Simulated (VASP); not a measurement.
Consider the following.

```
CELL_PARAMETERS angstrom
     -1.51500     1.51500     1.51500
      1.51500    -1.51500     1.51500
      1.51500     1.51500    -1.51500
ATOMIC_POSITIONS crystal
  V  0.00000 0.00000 0.00000
```

All values below come from LDA (Ceperley-Alder, Perdew-Zunger), VASP's LDA PAW potentials (set 64) (plane waves; VASP). Numerical set-up: 520 eV cut-off, 15×15×15 Γ-centred mesh, first-order Methfessel-Paxton smearing of 0.10 eV, potentials V_sv.

Energy and stress use the plane-wave basis of the starting cell.

Q: The ions, cell shape and volume are relaxed. Which structure does the run end with?

A: 
```
CELL_PARAMETERS angstrom
     -1.46458     1.46458     1.46458
      1.46458    -1.46458     1.46458
      1.46458     1.46458    -1.46458
ATOMIC_POSITIONS crystal
  V  0.00000 0.00000 0.00000
```
Space group Im-3m (229), at a tolerance of 0.03 Å.

Q: How do energy and volume change from the first to the last step?

A: The energy (σ→0) changes by -82.0 meV/atom and the volume by -9.7 %, in 4 ionic steps.

```csv
step,E(σ→0) (eV),max force (eV/Å),pressure (GPa),volume (Å³)
1,-9.8720,0.000,-17.95,13.91
2,-9.7926,0.000,36.45,11.00
3,-9.9539,0.000,-0.80,12.61
4,-9.9541,0.000,-0.09,12.57
```

The compound is V in the bcc structure. This run relaxes it. Symmetry was kept, so distortions that lower it aren't found. The run is not spin-polarised, so no magnetic state was tried.
